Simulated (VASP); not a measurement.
# ZnS: single point with PBE

ZnS:

```
Zn S
1.0
     0.00000    2.70200    2.70200
     2.70200    0.00000    2.70200
     2.70200    2.70200    0.00000
Zn S
1 1
Direct
  0.25000 0.25000 0.25000
  0.00000 0.00000 0.00000
```

```yaml
Program: VASP 6.6.1
Task: single point
Functional: PBE
Potentials_or_basis: VASP PAW PBE potentials, release 64 (Zn, S)
Cutoff: 520 eV
k_mesh: 4 × 4 × 4
Occupations: gaussian, width 0.02 eV
Spin: no spin polarisation
Further_INCAR_settings: ALGO = Fast; EDIFF = 1e-07
```

The pressure is 2.2 GPa. The band gap on the k mesh is 2.11 eV, direct.

Levels at points of the mesh, in eV from the valence-band top:
```csv
k point,band 6,band 7,band 8,band 9,band 10,band 11,band 12,band 13
"(0.00, 0.00, 0.00)",-5.87,0.00,0.00,0.00,2.11,6.38,6.38,6.38
"(0.50, 0.00, 0.00)",-5.66,-5.30,-0.87,-0.87,3.30,6.91,6.91,8.87
"(0.50, 0.50, 0.00)",-5.65,-4.57,-2.22,-2.22,3.39,4.06,10.98,11.96
```

Run time: 9.5 s on 1 thread of Intel(R) Xeon(R) Platinum 8259CL CPU @ 2.50GHz (Skylake/Cascade Lake), on a shared host, peak memory 0.14 GiB.

Caveat: the k mesh is coarse (spacing up to 0.50 Å⁻¹), so the values aren't converged. Expect the measured gap to be larger: semilocal functionals such as PBE lack the derivative discontinuity.
